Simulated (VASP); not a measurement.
An input for Ansatz (written as the equivalent of a VASP run, and not itself run):

Ansatz 0.2 input:
```yaml
crystal:
  lattice:
    - [3.4905370, 0.0000000, 0.0000000]
    - [0.0000000, 3.4905370, 0.0000000]
    - [0.0000000, 0.0000000, 3.4905370]
  atoms:
    - { symbol: Fe, position: [0.0000000, 0.0000000, 0.0000000], spin: 3 }
    - { symbol: Ni, position: [0.0000000, 0.5000000, 0.5000000], spin: 0.7 }
    - { symbol: Ni, position: [0.5000000, 0.0000000, 0.5000000], spin: 0.7 }
    - { symbol: Ni, position: [0.5000000, 0.5000000, 0.0000000], spin: 0.7 }
kpoints:
  mp_grid: { grid: [8, 8, 8] }
hamiltonian:
  xc: r2scan
  dispersion: rvv10
  pseudopotentials: { kind: paw }
magnetization: { spin_polarized: true }
scf:
  occupations: { method: methfessel_paxton, width: 0.1 }
  max_iter: 100
relax:
  max_steps: 60
  f_tol: 0.02
  cell: {}
output: { forces: true, stress: true, eigenvalues: true }
```

Q: Write the VASP files for the same calculation (r2SCAN+rVV10).

A: Several could match; the one computed here: 
INCAR:
```
SYSTEM = Ni3Fe
PREC = Accurate; ENCUT = 520; LREAL = .FALSE.
LASPH = .TRUE.
EDIFF = 1E-6; NELM = 100; ALGO = Normal
LMAXMIX = 4; LMIXTAU = .TRUE.
ISMEAR = 1; SIGMA = 0.1
METAGGA = R2SCAN; LUSE_VDW = .TRUE.; BPARAM = 11.95
CPARAM = 0.0093
MAGMOM = 3.0 3*0.7
ISPIN = 2
IBRION = 2; NSW = 60; ISIF = 3
EDIFFG = -0.02
LWAVE = .FALSE.; LCHARG = .FALSE.; LORBIT = 10
```

### KPOINTS
```
Automatic mesh
0
Gamma
 8 8 8
0 0 0
```

POSCAR:
```
Ni3Fe
1.0
  3.4905369507   0.0000000000   0.0000000000
  0.0000000000   3.4905369507   0.0000000000
  0.0000000000   0.0000000000   3.4905369507
Fe Ni
1 3
Cartesian
  0.0000000000   0.0000000000   0.0000000000
  0.0000000000   1.7452684754   1.7452684754
  1.7452684754   0.0000000000   1.7452684754
  1.7452684754   1.7452684754   0.0000000000
```

POTCAR, in this order: Fe Ni (PBE.64 set). Program: vasp_std.

Limits of the translation: each code has its own PAW files, so the cut-off isn't converted (ENCUT is set for VASP's; basis.ecutwfc is left out, and Ansatz then takes the one that its files recommend); Ansatz stops its SCF on the density residual and VASP on the energy change (EDIFF).

The compound is Ni3Fe in the L1_2 structure. This run relaxes it. Symmetry was kept, so distortions that lower it aren't found. The start is the result of an earlier pass.
